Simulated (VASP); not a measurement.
Crystal: C.

```xyz
4
Lattice="2.4610 0.0000 0.0000 -1.2305 2.1313 0.0000 0.0000 0.0000 6.1714" Properties=species:S:1:pos:R:3 pbc="T T T"
C     0.0000    0.0000    1.5428
C     0.0000    1.4209    1.5428
C     0.0000    0.0000    4.6285
C     1.2305    0.7104    4.6285
```

The cell was built by a generator and needn't be a form met in nature.

Base run:

| Item | Value |
| --- | --- |
| Program | VASP 6.6.1 |
| Functional | optB88-vdW |
| Potentials or basis | VASP PAW PBE potentials, release 64 (C) |
| Cutoff | 520 eV |
| k mesh | 16 × 16 × 4 |
| Occupations | fermi-dirac, width 0.05 eV |
| Spin | no spin polarisation |

Its results: band gap on the k mesh 0.27 eV, direct; pressure 3.5 GPa.

Problem. The run is repeated on the same cell with these changes: functional from optB88-vdW to PBEsol. What comes out?

Solution. Band gap on the k mesh 0.26 eV, direct; pressure 1.5 GPa.

Caveats: the PAW data sets were made with another functional, which shifts forces and pressure a little; this functional lacks dispersion, which binds the layers, so the pressure and a relaxed spacing across them are unreliable (some runs).

A k mesh can miss the band edges.

Not every run made on this cell is shown here.
